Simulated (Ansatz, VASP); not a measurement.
**C: VASP beside Ansatz**

Aim: how closely do two programs agree when they are given the same cell, functional and k mesh? Of the first pair: The cell is taken from a series of runs on this material, whose earlier steps may have relaxed, scaled, displaced or heated it; both programs get it as it stands.

Main program and level: Ansatz 0.2.0; plane waves, with VASP 6.6.1 beside it; single point at LDA.

## 1. Set-up

The cell holds 42 atoms: 42 C. Cell: a = 6.855 Å, b = 6.855 Å, c = 6.855 Å, α = 90.0°, β = 90.0°, γ = 90.0°. Kind glass; density_g_cm3 2.6; melt_temperature_k 3500; route random start, relaxed, short melt, two cooling runs, relaxed.

## 2. VASP: single point, LDA, pair 1

A single point gives forces, pressure and levels at one fixed geometry, so differences don't come from the geometry; what else differs is listed under the comparison.

Lines of VASP's logs that name or quote its potential files are left out, and so is its time.

The input, INCAR:

```
SYSTEM = C
PREC = Accurate
ENCUT = 520
EDIFF = 1E-06
NELM = 120
ISMEAR = -1
SIGMA = 0.03
LREAL = Auto
ALGO = Normal
GGA = PW92
NBANDS = 120
LORBIT = 11
LWAVE = .FALSE.
LCHARG = .FALSE.
ISIF = 2
LASPH = .TRUE.
GGA_COMPAT = .FALSE.
KPAR = 8
```

The input, POSCAR:

```
C
1.0
    6.8554839657      0.0000000000      0.0000000000
    0.0000000000      6.8554839657      0.0000000000
    0.0000000000      0.0000000000      6.8554839657
C
42
Direct
    0.8329259085      0.3662950369      0.8055386273
    0.4634654007      0.4317402900      0.6589816296
    0.4329409317      0.6183045449      0.5668316291
    0.9623009685      0.5573377576      0.5097910403
    0.3683436456      0.9412950422      0.6777492240
    0.8093878326      0.5144313736      0.6495797079
    0.6840438904      0.6024143085      0.0878097851
    0.0566738763      0.3820503691      0.4330870480
    0.8772962314      0.9095464835      0.2927167545
    0.6715443922      0.1411457461      0.4855083656
    0.2397402188      0.0843934450      0.5486889329
    0.6316420233      0.2100174846      0.2623719630
    0.7953268830      0.2661997185      0.1419279951
    0.7586869579      0.7137009359      0.3223583166
    0.2405833881      0.0062040685      0.1873205477
    0.3680592739      0.8762625887      0.0625255414
    0.4527990125      0.3237574797      0.1739994981
    0.7929202237      0.4163334412      0.0133976402
    0.4570129631      0.8869524220      0.8841586733
    0.2392493526      0.2562103117      0.1244828194
    0.1934475403      0.2794928443      0.8956025769
    0.2722165539      0.7431141981      0.6213644768
    0.0752987032      0.8428691660      0.2300588130
    0.6051889563      0.7485941620      0.4998045194
    0.3466098670      0.6748950055      0.1339864977
    0.9119224990      0.8716560629      0.6506595734
    0.9143391507      0.0070594750      0.8203005062
    0.4865955493      0.5222611141      0.1301578530
    0.3298063607      0.3572752822      0.7852903561
    0.7760512775      0.0531986280      0.1404434639
    0.7378221633      0.7251322861      0.6873868939
    0.3339961229      0.0238612192      0.3878454079
    0.0736332560      0.7259767572      0.5931423540
    0.1318597805      0.4160834344      0.2537520217
    0.8767269814      0.0317268923      0.4869691288
    0.9985455256      0.2110020392      0.7794872258
    0.1568109655      0.6465116255      0.2019240436
    0.6569743596      0.7782574777      0.8962828803
    0.0456686309      0.1859368446      0.5520202341
    0.7781710710      0.9548415347      0.9516642647
    0.5156839130      0.9596814101      0.5041863497
    0.6638483303      0.3371720027      0.6345252744
```

The input, KPOINTS:

```
Automatic mesh
0
Gamma
2 2 2
0 0 0
```

PAW data sets: C (LDA family, release 64).

The run is started by

```
$ mpirun -np 8 vasp_std
```

Numbers of over 12 decimals in the logs are rounded to 6 here.

What it wrote:

```text
[banner, memory and clock lines left out]
running    8 mpi-ranks, on    1 nodes
[...]
|                                                                             |
|           W    W    AA    RRRRR   N    N  II  N    N   GGGG   !!!           |
|           W    W   A  A   R    R  NN   N  II  NN   N  G    G  !!!           |
|           W    W  A    A  R    R  N N  N  II  N N  N  G       !!!           |
|           W WW W  AAAAAA  RRRRR   N  N N  II  N  N N  G  GGG   !            |
|           WW  WW  A    A  R   R   N   NN  II  N   NN  G    G                |
|           W    W  A    A  R    R  N    N  II  N    N   GGGG   !!!           |
|                                                                             |
|     For optimal performance we recommend to set                             |
|       NCORE = 2 up to number-of-cores-per-socket                            |
|     NCORE specifies how many cores store one orbital (NPAR=cpu/NCORE).      |
|     This setting can greatly improve the performance of VASP for DFT.       |
[...]
|                                                                             |
|     You enforced a specific xc type in the INCAR file but a different       |
|     [... a line on the potential file left out ...]
|     I HOPE YOU KNOW WHAT YOU ARE DOING!                                     |
|                                                                             |

 LDA part: xc-table for (Slater(with rela. corr.)+PW92), standard interpolation
 POSCAR, INCAR and KPOINTS ok, starting setup
[...]
entering main loop
       N       E                     dE             d eps       ncg     rms          rms(c)
DAV:   1     0.537160728412E+03    0.53716E+03   -0.85854E+04  1920   0.133E+03
DAV:   2    -0.353720051427E+03   -0.89088E+03   -0.84079E+03  2312   0.274E+02
DAV:   3    -0.410223374331E+03   -0.56503E+02   -0.55458E+02  2368   0.649E+01
DAV:   4    -0.411617362121E+03   -0.13940E+01   -0.13857E+01  2440   0.104E+01
[...]
DAV:  13    -0.392287548211E+03   -0.43543E-05   -0.11354E-04  2384   0.332E-02    0.320E-02
DAV:  14    -0.392287555248E+03   -0.70369E-05   -0.23258E-05  2272   0.149E-02    0.645E-03
DAV:  15    -0.392287555843E+03   -0.59463E-06   -0.28686E-06  1592   0.495E-03
   1 F= -.39228756E+03 E0= -.39228020E+03  d E =-.147052E-01
```

OUTCAR, selected parts (step 2):

```text
  Total      -20.9904804    -76.8801772    -36.4067510      5.1992914      4.5832881    -21.9432063
  in kB     -104.3803147   -382.3055475   -181.0415034     25.8547522     22.7915247   -109.1179784
  external PRESSURE =    -222.5757886 kB  Pullay stress =       0.0000000 kB

 POSITION                                       TOTAL-FORCE (eV/Angst)
 -----------------------------------------------------------------------------------
      5.71011      2.51113      5.52236         0.023608      0.002611      0.037263
      3.17728      2.95979      4.51764         0.001843     -0.014435      0.001727
      2.96802      4.23878      3.88591        -0.010733     -0.021229     -0.011300
      6.59704      3.82082      3.49486         0.022288      0.007133     -0.012052
      2.52517      6.45303      4.64630        -0.002949      0.022005      0.032216
      5.54875      3.52668      4.45318        -0.018095     -0.001584     -0.014116
      4.68945      4.12984      0.60198         0.034575      0.033173      0.011071
      0.38853      2.61914      2.96902         0.003265     -0.012034     -0.006270
      6.01429      6.23538      2.00672        -0.010931     -0.005956     -0.003736
      4.60376      0.96762      3.32839        -0.006903      0.001652      0.014152
      1.64354      0.57856      3.76153         0.000474      0.011752      0.032299
      4.33021      1.43977      1.79869        -0.045545     -0.017087      0.027528
      5.45235      1.82493      0.97299         0.056919      0.037694     -0.017673
      5.20117      4.89277      2.20992        -0.005545     -0.008633     -0.016556
[...]
-----------------------------------------------------------------------------------
    total drift:                               -0.000460     -0.014477     -0.024471

  FREE ENERGIE OF THE ION-ELECTRON SYSTEM (eV)
  ---------------------------------------------------
  free  energy   TOTEN  =      -392.2875558425 eV

  energy  without entropy=     -392.2728506848  energy(sigma->0) =     -392.28020326

[... 3 further parts left out ...]
[key lines of the parts left out:]
E-fermi :   6.2350
```

The gap is read on the k-mesh alone, so it is an upper bound where the band edges lie off the mesh. The gap is under twice the smearing width, so the edge states are partly filled and the run can't tell a small gap from a semimetal.

## 3. Ansatz: single point, LDA, pair 1

Ansatz runs on its PAW soft_1 files.

The same cell, functional (in two slightly different forms), mesh and smearing now go to Ansatz, which takes its cutoff from its data sets.

The input, input.yaml:

```yaml
crystal:
  lattice:
    - [6.8554839657, 0.0, 0.0]
    - [0.0, 6.8554839657, 0.0]
    - [0.0, 0.0, 6.8554839657]
  atoms:
    - { symbol: C, position: [-0.1670740915, 0.3662950369, 0.8055386273] }
    - { symbol: C, position: [0.4634654007, 0.43174029, 0.6589816296] }
    - { symbol: C, position: [0.4329409317, 0.6183045449, 0.5668316291] }
    - { symbol: C, position: [-0.0376990315, 0.5573377576, 0.5097910403] }
    - { symbol: C, position: [0.3683436456, 0.9412950422, 0.677749224] }
    - { symbol: C, position: [0.8093878326, 0.5144313736, 0.6495797079] }
    - { symbol: C, position: [0.6840438904, 0.6024143085, 0.0878097851] }
    - { symbol: C, position: [1.0566738763, 0.3820503691, 0.433087048] }
    - { symbol: C, position: [0.8772962314, 0.9095464835, 0.2927167545] }
    - { symbol: C, position: [0.6715443922, 0.1411457461, 0.4855083656] }
    - { symbol: C, position: [0.2397402188, 1.084393445, 0.5486889329] }
    - { symbol: C, position: [0.6316420233, 1.2100174846, 0.262371963] }
    - { symbol: C, position: [0.795326883, 1.2661997185, 0.1419279951] }
    - { symbol: C, position: [0.7586869579, 0.7137009359, 0.3223583166] }
    - { symbol: C, position: [0.2405833881, 1.0062040685, 0.1873205477] }
    - { symbol: C, position: [0.3680592739, 0.8762625887, 0.0625255414] }
    - { symbol: C, position: [0.4527990125, 1.3237574797, 0.1739994981] }
    - { symbol: C, position: [0.7929202237, 0.4163334412, 1.0133976402] }
    - { symbol: C, position: [0.4570129631, 0.886952422, 0.8841586733] }
    - { symbol: C, position: [0.2392493526, 0.2562103117, 0.1244828194] }
    - { symbol: C, position: [0.1934475403, 1.2794928443, -0.1043974231] }
    - { symbol: C, position: [0.2722165539, 0.7431141981, 0.6213644768] }
    - { symbol: C, position: [1.0752987032, 0.842869166, 0.230058813] }
    - { symbol: C, position: [0.6051889563, 0.748594162, 0.4998045194] }
    - { symbol: C, position: [0.346609867, 0.6748950055, 0.1339864977] }
    - { symbol: C, position: [0.911922499, 0.8716560629, 0.6506595734] }
    - { symbol: C, position: [0.9143391507, 1.007059475, 0.8203005062] }
    - { symbol: C, position: [0.4865955493, 0.5222611141, 0.130157853] }
    - { symbol: C, position: [0.3298063607, 1.3572752822, 0.7852903561] }
    - { symbol: C, position: [0.7760512775, 1.053198628, 1.1404434639] }
    - { symbol: C, position: [0.7378221633, 0.7251322861, 0.6873868939] }
    - { symbol: C, position: [0.3339961229, 1.0238612192, 0.3878454079] }
    - { symbol: C, position: [0.073633256, 0.7259767572, 0.593142354] }
    - { symbol: C, position: [1.1318597805, 0.4160834344, 0.2537520217] }
    - { symbol: C, position: [-0.1232730186, 1.0317268923, 0.4869691288] }
    - { symbol: C, position: [-0.0014544744, 1.2110020392, 0.7794872258] }
    - { symbol: C, position: [0.1568109655, 0.6465116255, 0.2019240436] }
    - { symbol: C, position: [0.6569743596, 0.7782574777, 0.8962828803] }
    - { symbol: C, position: [0.0456686309, 1.1859368446, 0.5520202341] }
    - { symbol: C, position: [0.778171071, 0.9548415347, 0.9516642647] }
    - { symbol: C, position: [0.515683913, 0.9596814101, 0.5041863497] }
    - { symbol: C, position: [0.6638483303, 1.3371720027, 0.6345252744] }
kpoints:
  mp_grid: { grid: [2, 2, 2] }
scf:
  occupations: { method: fermi_dirac, width: 0.03 }
  n_extra_bands: 29
hamiltonian:
  xc: lda
  pseudopotentials: { kind: paw, azcp: { folder: soft_1 }, xc_functional: pbe }
output:
  forces: true
  dos:
    projected:
      site_lists:
        C: [0, 1, 2, 3, 4, 5, 6, 7, 8, 9, 10, 11, 12, 13, 14, 15, 16, 17, 18, 19, 20, 21, 22, 23, 24, 25, 26, 27, 28, 29, 30, 31, 32, 33, 34, 35, 36, 37, 38, 39, 40, 41]
    de: 0.05
    e_range: [-30, 12]
    method: { smearing: { sigma: 0.15, scheme: gaussian } }
  write_density: true
  write_potential: true
  elf: true
  volumetric_format: npy
```

The run is started by

```
$ ansatz run input.yaml --threads 8 --pin off --max-ram 23552MiB --backend cpu --events-out ev --progress --plain --runs-dir out
```

What it wrote:

```text
scf.n_extra_bands = 29 over 84 filled bands (N_el = 168.0): the run solves 113 bands
Engine: ansatz 0.2.0, aarch64-unknown-linux-gnu
Pseudopotentials: kind: paw
Pseudopotential: C, paw, valence charge 4, recommended cutoff 420 eV (normal), soft_1/C.paw.azcp
Functional definition: SPW92
  exchange = slater_x
  correlation = pw_c
Crystal: 42 atoms, lattice volume = 322.192 Å³
Basis set: ecut = 420 eV, 6355 PW (Γ)
Bands: 113, of which v1, the nominal top of the filled ones, is band 84 counted from 1 (83 counted from 0)
Symmetry: 1 space group operations
Space group: P1 (ITA 1), of the structure as read, at distance tolerance 6.9e-5 Å
k-points: 8
Non-local potential: C, projectors of the file, l = 0: 2, l = 1: 2, l = 2: 1
PAW form: soft (Blöchl's): semilocal exchange-correlation on the pseudo side does not see the compensation charge
PAW frozen core: C, regenerated for the run's functional, and the local potential with it (the file was generated under x = pbe(κ = 0.804, μ = 0.219515), c = pbe(β = 0.066725))
PAW one-centre angular grid: C, 110 points (default); XC on 64 Gauss nodes
Initial density: superposition of atomic densities (chi_scale 0.1, normalization cell)
Initial wavefunctions: pseudopotential atomic-orbital guess
Functional: x = slater, c = lda
SCF iter   1: F=—  HF=-10188.912454 eV  |F-HF|=—  |Δ(HF+E_count)|=         —  Δρ=1.20e-1  dr2=4.06e1  ethr=3.10e-3  ⟨swp⟩=6.0  Hψ=3613  notcnv=0  defer=136
preconditioner: auto → Resta (q_TF=auto, 2.448 Å⁻¹)  ε∞=4.9  [insulator: Δε(μ)=0.083 eV  Ē_g=13.627 eV  σ=0.030 eV  W_gap=0.59  n_scr=80 (ndim 8)  ℏωp=26.8 eV  f_vac=0.004  D(μ)=3.50/eV (n_scr^D=18)  ε∞_Penn≈4.9]
SCF iter   2: F=—  HF=-10177.236141 eV  |F-HF|=—  |Δ(HF+E_count)|=    1.17e1  Δρ=6.32e-2  dr2=1.17e1  ethr=3.10e-3  ⟨swp⟩=2.0  Hψ=1771  notcnv=0  defer=173
SCF iter   3: F=—  HF=-10172.298332 eV  |F-HF|=—  |Δ(HF+E_count)|=    4.94e0  Δρ=6.38e-3  dr2=1.17e-1  ethr=3.10e-3  ⟨swp⟩=2.9  Hψ=1487  notcnv=0  defer=173
SCF iter   4: F=—  HF=-10172.284326 eV  |F-HF|=—  |Δ(HF+E_count)|=   1.40e-2  Δρ=1.68e-3  dr2=1.44e-2  ethr=6.94e-5  ⟨swp⟩=2.0  Hψ=1334  notcnv=0  defer=173
SCF iter   5: F=—  HF=-10172.282749 eV  |F-HF|=—  |Δ(HF+E_count)|=   1.58e-3  Δρ=3.91e-4  dr2=8.30e-4  ethr=8.56e-6  ⟨swp⟩=2.2  Hψ=1233  notcnv=0  defer=173
SCF iter   6: F=—  HF=-10172.282836 eV  |F-HF|=—  |Δ(HF+E_count)|=   8.69e-5  Δρ=1.24e-4  dr2=6.31e-5  ethr=4.94e-7  ⟨swp⟩=2.1  Hψ=1368  notcnv=0  defer=173
SCF iter   7: F=—  HF=-10172.282677 eV  |F-HF|=—  |Δ(HF+E_count)|=   1.59e-4  Δρ=3.21e-5  dr2=4.99e-6  ethr=3.75e-8  ⟨swp⟩=2.4  Hψ=1387  notcnv=0  defer=173
SCF iter   8: F=—  HF=-10172.282678 eV  |F-HF|=—  |Δ(HF+E_count)|=   9.09e-7  Δρ=9.88e-6  dr2=4.03e-7  ethr=2.97e-9  ⟨swp⟩=2.4  Hψ=1328  notcnv=0  defer=173
SCF iter   9: F=-10172.282678 eV  HF=-10172.282678 eV  |F-HF|=1.72e-9  |Δ(HF+E_count)|=   2.58e-8  Δρ=2.04e-6  dr2=1.66e-8  ethr=5.95e-11  ⟨swp⟩=22.1  Hψ=8276  notcnv=0
SCF 1 converged in 9 iterations: F = -10172.282678 eV  dr2 = 1.66e-8
  greatest PAW one-centre occupation: 0.692 electrons in one spin orbital (limit 2), on the C atom at site 28 (counted from 0), in its partial waves of l = 0
SCF converged after 9 iterations
Free energy (F): -10172.282678 eV
Harris-Foulkes:  -10172.282678 eV  (|F-HF|=1.72e-9)
Internal energy: -10172.268007 eV  (E = F + TS)
E sigma→0 (E₀):  -10172.275342 eV
Entropy (-TS):   -0.014671 eV (-0.349 meV/atom)
Fermi energy:    8.723094 eV
--- Per-component energies (eV) ---
  E_band       = -11.984678
  E_kinetic    = 3636.572960
  E_local      = -4736.758184  (includes V_loc(G=0)·N_el)
  E_nonlocal   = 1012.333706
  E_hartree    = 1409.730108
  E_xc         = -1937.522105
  E_vxc        = -2395.398586  (∫ρ·V_xc dr)
  E_paw        = -3875.665741  (= ΣΔE_a)
  E_vpaw       = -348.196028  (= ΣTr[D̂ρ^β])
  E_aug_tail   = 0.000635  (compensation charges beyond the density's cutoff)
  E_ewald      = -5683.598349
  E_core_change = 2.638964  (= ΣΔE_core)
  E_smearing   = -0.014671  (= −TS)
  E_closure    = 0.000000  (closes the sum)
  Σ components = -10172.282678   (vs F -10172.282678, Δ=0.00e0)
--- Forces (eV/Å), atoms counted from 1 ---
  atom   1  C      0.01811886     0.01406486     0.02019572
  atom   2  C      0.01130472     0.00249441    -0.00410272
  atom   3  C     -0.01121923    -0.00146597     0.00287621
  atom   4  C      0.02577697    -0.00315003     0.01713628
  atom   5  C     -0.00392593     0.00688530    -0.00614804
  atom   6  C     -0.01153441    -0.02074750    -0.00889335
  atom   7  C      0.00458172     0.00372330     0.01039578
  atom   8  C     -0.00048559     0.01090320    -0.01179335
  atom   9  C     -0.00045427    -0.01028856    -0.00424575
  atom  10  C      0.00339230    -0.00753893     0.00781579
  atom  11  C      0.00918416    -0.01099483     0.00479731
  atom  12  C     -0.00620407    -0.00581153    -0.00793649
  atom  13  C      0.00739486    -0.00486922    -0.00314809
  atom  14  C     -0.00582346     0.00776299    -0.01724166
  atom  15  C     -0.00144063     0.00077365     0.00083529
  atom  16  C      0.01011451    -0.00245309    -0.00981863
  atom  17  C      0.00363595    -0.00078558     0.00432725
  atom  18  C      0.00222931     0.00214843    -0.00624944
  atom  19  C     -0.00074414    -0.00228414     0.00884178
  atom  20  C     -0.00515739    -0.00298582    -0.00377203
  atom  21  C      0.00524165     0.00502440     0.00513930
  atom  22  C      0.01281922     0.00481521    -0.00136342
  atom  23  C     -0.00811529     0.00890079     0.00338902
  atom  24  C      0.00285385    -0.00152869     0.00920140
[...]
atom  35  C      0.00406161     0.01403224    -0.00035793
  atom  36  C     -0.00909859    -0.00223144    -0.00125799
  atom  37  C     -0.00523883    -0.00650043     0.00608167
  atom  38  C     -0.00212760     0.00862742    -0.00505823
  atom  39  C     -0.00799902    -0.00354419    -0.00412395
  atom  40  C      0.00201225     0.00167402    -0.00647688
  atom  41  C      0.00621206     0.00124733     0.00682300
  atom  42  C     -0.01198488     0.00740300    -0.01374129
  max |Σ_I F_I| component: 1.76e-5 eV/Å
--- Band table (eV; the first three rows and the last of 8) ---
  k-point 0: bands = [... 80 lower, 7.3051, 7.4902, 7.7744, 8.5732, 9.2236, 10.0699, 10.2529, 10.3798, ... 25 higher]
  k-point 1: bands = [... 80 lower, 7.3117, 7.6694, 8.1919, 8.6731, 9.3077, 9.8669, 10.1859, 10.4488, ... 25 higher]
  k-point 2: bands = [... 80 lower, 7.2464, 7.3855, 7.9685, 8.5289, 9.1038, 9.6512, 10.0600, 10.3503, ... 25 higher]
  k-point 7: bands = [... 80 lower, 7.4264, 7.6794, 8.0267, 8.4780, 9.0987, 9.8116, 9.9925, 10.3676, ... 25 higher]
```

Reading the cycles: dr2 is the Hartree energy of the density residual (eV), the measure of convergence; HF is the Harris–Foulkes estimate of the energy, which meets the free energy F at convergence.

## 4. Comparison

Known differences besides the potentials themselves: the cutoff is 420 eV in Ansatz and 520 eV in VASP (PREC = Accurate, projectors in real space); VASP's log shows a relativistic correction to its local exchange, Ansatz's none. Total energies have different zeros and are not compared.

At this near-relaxed geometry the largest component of a force difference is 50 meV/Å.

[end of part 1 of 2]

[Lines on the potential files, build, host, timing and source positions are cut from VASP's logs without a mark.]

[Logs are printed without paths, hosts, clocks, repeated set-up lines and the standing remarks that a program may print on its own settings, such as how far it seeks lower states.]

[Hosts, paths, dates, database ids (printed as entryN), source tags and the programs' standing remarks are cut or masked in the printed files.]
